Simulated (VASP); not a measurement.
An input for Quantum ESPRESSO's pw.x (written as the equivalent of a VASP run, and not itself run):

```
&CONTROL
  calculation = 'scf'
  pseudo_dir = './pseudo'
  outdir = './out'
  tprnfor = .true.
  tstress = .true.
/
&SYSTEM
  ibrav = 0
  nat = 4
  ntyp = 2
  ecutwfc = 80
  occupations = 'tetrahedra'
  input_dft = 'pbesol'
/
&ELECTRONS
  conv_thr = 7.3e-09
  electron_maxstep = 100
/
ATOMIC_SPECIES
  Y 88.906 Y.upf
  Sb 121.760 Sb.upf
CELL_PARAMETERS angstrom
     4.2921940    0.0000000    0.0000000
    -2.1460970    3.7171488   -0.0000000
    -0.0000000    0.0000000    7.4190650
ATOMIC_POSITIONS crystal
  Y    0.0000000  1.0000000  1.0000000
  Y    0.0000000  0.0000000  0.5000000
  Sb   0.3333330  0.6666670  0.2500000
  Sb   0.6666670  0.3333330  0.7500000
K_POINTS automatic
  9 9 5 0 0 0
```

### Question
Translate this input to VASP (INCAR, KPOINTS, POSCAR, choice of POTCAR).

### Answer
One answer among several that fit: 
File POSCAR:
```
YSb
1
    4.2921939507     0.0000000000     0.0000000000
   -2.1460969753     3.7171487695    -0.0000000000
   -0.0000000000     0.0000000000     7.4190650434
Y Sb
2 2
Direct
  0.0000000000   1.0000000000   1.0000000000
  0.0000000000   0.0000000000   0.5000000000
  0.3333330000   0.6666670000   0.2500000000
  0.6666670000   0.3333330000   0.7500000000
```

INCAR:
```
ALGO=Normal
EDIFF=1E-7
ENCUT=400
GGA=PS
ISIF=2
ISMEAR=-5
LASPH=.TRUE.
LCHARG=.TRUE.
LEFG=.TRUE.
LMAXMIX=4
LORBIT=11
LREAL=.FALSE.
LWAVE=.FALSE.
NEDOS=601
NELM=100
PREC=Accurate
SYSTEM=YSb
```

**KPOINTS**
```
kpoints
0
G
  9 9 5
0 0 0
```

POTCAR, in this order: Y_sv Sb (PBE.64 set). Program: vasp_std.

The two are equivalent in intent, not identical: the potentials are each code's own (VASP's PAW set, PseudoDojo norm-conserving files in pw.x), so ENCUT and ecutwfc are chosen apart and not converted; conv_thr bounds pw.x's estimated SCF error, while EDIFF bounds the energy change between steps; the field gradients of LEFG aren't asked of the other code.

The structure was generated: YSb was put into the NiAs type type (P6_3/mmc), which need not be its known phase. It was relaxed first, which changed the volume by -32 %.
